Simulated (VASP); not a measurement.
Here is the system:

```
Li2O
1.0
    0.00000     2.26670     2.26670
    2.26670     0.00000     2.26670
    2.26670     2.26670     0.00000
Li O
2 1
Cartesian
  1.13335   1.13335   1.13335
  3.40004   3.40004   3.40004
  0.00000   0.00000   0.00000
```

Calculation: PBE GGA with D3 dispersion (Becke-Johnson damping), VASP's PBE PAW potentials (set 64) (plane waves; VASP 6.6.1). Run with 520 eV cut-off, Gaussian smearing of 0.050 eV, potentials Li_sv O.

Give the energies of bands 4 to 7 at the high-symmetry points, in eV from the valence-band maximum.

```csv
band,Γ,X,U,L,W
4,0.00,-1.64,-2.14,-2.90,-1.95
5,0.00,-1.48,-1.56,-0.48,-1.55
6,0.00,-1.48,-1.16,-0.48,-1.55
7,5.71,5.08,6.73,9.59,7.38
```

The gap is indirect, 5.08 eV, from the valence maximum at Γ to the conduction minimum at X.

Measured: gap 8.00 eV (computed value off by -2.92 eV), as given by Das et al., (2018), arXiv:1807.05623.

The compound is Li2O in the antifluorite structure. It was relaxed first, which changed the volume by -6 %.
